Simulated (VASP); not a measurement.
Computed with rev-vdW-DF2, VASP's PBE PAW potentials (set 64) (plane waves; VASP).

The input files of a VASP run:

File POSCAR:
```
Y
1
    1.8112942530    -3.1372539436     0.0000000000
    1.8112942530     3.1372539436    -0.0000000000
    0.0000000000    -0.0000000000     5.5773625005
Y
2
Direct
  0.3333330000   0.6666670000   0.2500000000
  0.6666670000   0.3333330000   0.7500000000
```

KPOINTS:
```
Automatic mesh
0
Gamma
11 11 6
0 0 0
```

INCAR:
```
SYSTEM = Y
PREC = Accurate
ENCUT = 520
EDIFF = 1E-6
NELM = 100
ALGO = Normal
LREAL = .FALSE.
LASPH = .TRUE.
ISMEAR = 1
SIGMA = 0.1
GGA = MK
PARAM1 = 0.1234568
PARAM2 = 0.7114
ZAB_VDW = -1.8867
LUSE_VDW = .TRUE.
AGGAC = 0.0
LMAXMIX = 4
LWAVE = .FALSE.
LCHARG = .FALSE.
IBRION = 2
ISIF = 3
NSW = 60
EDIFFG = -0.01
```

POTCAR, in this order: Y_sv (PBE.64 set). Program: vasp_std.

Question: What will the output report for the number of irreducible k-points (NKPTS), largest plane-wave count, number of space-group operations, FFT grid (NGX, NGY, NGZ)?

Answer: 
The number of irreducible k-points (NKPTS) is 64. The largest plane-wave count comes out as 1725 and the number of space-group operations is 24. The FFT grid (NGX, NGY, NGZ) is 28 × 28 × 42.

The compound is Y in the hcp structure. This run relaxes it. Symmetry was kept, so distortions that lower it aren't found. The start is the result of an earlier pass.
